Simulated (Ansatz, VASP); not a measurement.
# Cross-check of Zn3InGa5O12 (amorphous In4Ga20Zn12O48) between VASP and Ansatz, part 3 of 3

Aim: how closely do two programs agree when they are given the same cell, functional and k mesh? Of the first pair: The structure shown is the start of the Ansatz relaxation below; VASP solves that cell, so the two are compared at the walk's first step.

VASP 6.6.1 and Ansatz 0.2.0.

So far. Step 3 (VASP: single point, PBE, start cell, pair 1): The run ends at a pressure of 0.92 GPa, with forces up to 0.30 eV/Å.

**6. VASP: single point, PBE, relaxed cell, pair 2**

Level of this step: PBE; plane waves and PAW (In_d, Ga_d, Zn, O) (VASP).

The same cell, functional, mesh and smearing now go to VASP, with its own data sets.

INCAR reads:

```
SYSTEM = Zn3InGa5O12
PREC = Accurate
ENCUT = 600
EDIFF = 1E-06
NELM = 120
ISMEAR = -1
SIGMA = 0.025
LREAL = Auto
ALGO = Normal
GGA = PE
NBANDS = 432
LORBIT = 11
LWAVE = .FALSE.
LCHARG = .FALSE.
ISIF = 2
LASPH = .TRUE.
GGA_COMPAT = .FALSE.
EFERMI = MIDGAP
NCORE = 2
```

POSCAR reads:

```
Zn3InGa5O12
1.0
   10.6927330000      0.2323270000     -0.0674920000
    0.2323270000     10.5666240000      0.1558910000
   -0.0674920000      0.1558910000      9.7445430000
In Ga Zn O
4 20 12 48
Direct
    0.6069100000      0.5837300000      0.8455800000
    0.8957300000      0.6237600000      0.6606400000
    0.6637700000      0.6954900000      0.2834800000
    0.0256300000      0.0725700000      0.3738700000
    0.4150300000      0.0449300000      0.2666400000
    0.3029200000      0.2833000000      0.4443800000
    0.3048000000      0.5496600000      0.6385900000
    0.1117800000      0.1312400000      0.6711500000
    0.4063300000      0.7849900000      0.7816200000
    0.8966200000      0.5880500000      0.0231100000
    0.6534100000      0.4403700000      0.1496500000
    0.8467300000      0.0540500000      0.7102900000
    0.7386700000      0.1775900000      0.9703100000
    0.6138300000      0.1405400000      0.4744000000
    0.7908200000      0.3879100000      0.4534900000
    0.3654600000      0.0224400000      0.5843200000
    0.1776500000      0.3544700000      0.8771200000
    0.6694600000      0.8600300000      0.6400700000
    0.0178600000      0.0961400000      0.0068200000
    0.9173700000      0.3453900000      0.7843600000
    0.0427500000      0.4755100000      0.3431300000
    0.7368700000      0.9579000000      0.3057200000
    0.9336800000      0.3113600000      0.1584900000
    0.0858100000      0.7513800000      0.4831800000
    0.5283600000      0.3408200000      0.6479100000
    0.2073400000      0.6154300000      0.9473400000
    0.3958300000      0.7701600000      0.0991300000
    0.3297300000      0.5096000000      0.1928300000
    0.2862900000      0.0343100000      0.9474100000
    0.5756000000      0.9441300000      0.0078300000
    0.3738300000      0.7636800000      0.4070300000
    0.2210700000      0.2748100000      0.1504200000
    0.0993700000      0.8715100000      0.7985000000
    0.8333900000      0.8753600000      0.9874300000
    0.1044300000      0.8161100000      0.1519200000
    0.4683300000      0.2902100000      0.9707800000
    0.0749600000      0.8720700000      0.3428400000
    0.4534800000      0.1690200000      0.5553000000
    0.5782000000      0.1268600000      0.9711200000
    0.8384400000      0.0847600000      0.3212300000
    0.4863600000      0.4247900000      0.1159700000
    0.9647400000      0.7463400000      0.0275600000
    0.0648200000      0.1818500000      0.1916600000
    0.9203700000      0.5174400000      0.8529600000
    0.2562100000      0.0235900000      0.7343400000
    0.7118000000      0.8201400000      0.4359700000
    0.4704300000      0.6820100000      0.2708200000
    0.9923600000      0.6084000000      0.4497700000
    0.7124600000      0.5036500000      0.3171900000
    0.1995600000      0.5145600000      0.7810400000
    0.3693600000      0.4055300000      0.5586500000
    0.5653900000      0.3901900000      0.8304100000
    0.0854900000      0.2992200000      0.7229600000
    0.5147700000      0.7712600000      0.9386600000
    0.7039700000      0.8562100000      0.1491600000
    0.8534400000      0.0526100000      0.0394900000
    0.8475500000      0.4372200000      0.6215200000
    0.9984900000      0.2804200000      0.9663700000
    0.4442300000      0.6248200000      0.7147900000
    0.2504300000      0.7811000000      0.8576100000
    0.5841300000      0.0604100000      0.3111300000
    0.2424900000      0.6812500000      0.1346800000
    0.7682300000      0.9150300000      0.8025600000
    0.7152600000      0.5810600000      0.0400600000
    0.0134800000      0.0362800000      0.8190400000
    0.1972100000      0.1515300000      0.4969100000
    0.1416300000      0.9710700000      0.0468500000
    0.9363000000      0.3342700000      0.3646600000
    0.6486700000      0.3060000000      0.4954200000
    0.3546400000      0.2109000000      0.2741300000
    0.8000700000      0.2148300000      0.7922700000
    0.7074300000      0.6856200000      0.6931300000
    0.4050000000      0.9606100000      0.1008900000
    0.3542500000      0.9445600000      0.4115300000
    0.2099900000      0.4188400000      0.3314200000
    0.0108700000      0.7805500000      0.6527400000
    0.2963400000      0.2221300000      0.9452900000
    0.2508800000      0.6856800000      0.5179000000
    0.7628500000      0.3064600000      0.1011300000
    0.2111800000      0.4385100000      0.0418800000
    0.9676600000      0.0886600000      0.5755800000
    0.4868000000      0.8925600000      0.6603700000
    0.7073900000      0.0292000000      0.5849000000
    0.9706100000      0.4875200000      0.1620600000
```

KPOINTS reads:

```
Automatic mesh
0
Gamma
1 1 1
0 0 0
```

Potentials, in the order of the species: In_d, Ga_d, Zn and O (PBE family, release 64).

The run is started by

```
$ mpirun -np 8 vasp_gam
```

Numbers of over 12 decimals in the logs are rounded to 6 here.

Log:

```text
[... set-up lines as in an earlier step ...]
 entering main loop
       N       E                     dE             d eps       ncg     rms          rms(c)
DAV:   1     0.204182971913E+05    0.20418E+05   -0.31625E+05   864   0.351E+03
DAV:   2     0.519114754430E+04   -0.15227E+05   -0.14360E+05   864   0.108E+03
DAV:   3     0.403990096754E+03   -0.47872E+04   -0.45208E+04  1032   0.415E+02
DAV:   4    -0.434586731852E+03   -0.83858E+03   -0.81090E+03   984   0.177E+02
[...]
DAV:  30    -0.449226392883E+03    0.11695E-04   -0.48780E-05  1352   0.371E-02    0.803E-02
DAV:  31    -0.449226394010E+03   -0.11266E-05   -0.17352E-05   784   0.133E-02    0.822E-02
DAV:  32    -0.449226393267E+03    0.74257E-06   -0.81304E-07   488   0.337E-03
   1 F= -.44922639E+03 E0= -.44922637E+03  d E =-.460992E-04
```

From OUTCAR (step 6):

```text
  FREE ENERGIE OF THE ION-ELECTRON SYSTEM (eV)
  ---------------------------------------------------
  free  energy   TOTEN  =      -449.2263932673 eV

  energy  without entropy=     -449.2263471682  energy(sigma->0) =     -449.22637022

[... 1 part as in an earlier step ...]

[... 1 further part left out ...]
[key lines of the parts left out:]
E-fermi :   2.8816
```

The run ends at a pressure of 0.43 GPa, with forces up to 0.075 eV/Å.

**7. Comparison**

What differs besides the data sets and the points named for the pairs above, as far as they apply: the cutoff is 420 eV in Ansatz and 600 eV in VASP (PREC = Accurate, projectors in real space). Total energies have different zeros and are not compared.

Compared:

| quantity | Ansatz | VASP | difference |
| --- | --- | --- | --- |
| pressure (GPa) | 0.00 | 0.43 | -0.42 |
| gap on the k mesh (eV) | 0.536 | 0.504 | +0.032 |

At this near-relaxed geometry the largest component of a force difference is 66 meV/Å. A gap on the mesh is an upper bound, since the band edges may lie between its points. VASP's last cycles still show a density residual of 8e-03, so its state may not be settled.

**8. Outcome**

| Property | Result |
| --- | --- |
| r.m.s. force difference (single point, PBE, start cell, pair 1) | 21 meV/Å |
| r.m.s. force difference (single point, PBE, relaxed cell, pair 2) | 19 meV/Å |

What this shows: The r.m.s. force difference is 21 meV/Å (single point, PBE, start cell, pair 1), beyond the 12 meV/Å picked in this series as the mark of a large difference. What causes the difference of the single point, PBE, start cell, pair 1 pair stays open here. What causes the difference of the single point, PBE, relaxed cell, pair 2 pair stays open here. How closely two codes agree says nothing of how well the functional describes the real material.

[Lines on the potential files, build, host, timing and source positions are cut from VASP's logs without a mark.]

[Logs are printed without paths, hosts, clocks, repeated set-up lines and the standing remarks that a program may print on its own settings, such as how far it seeks lower states.]

[Hosts, paths, dates, database ids (printed as entryN), source tags and the programs' standing remarks are cut or masked in the printed files.]
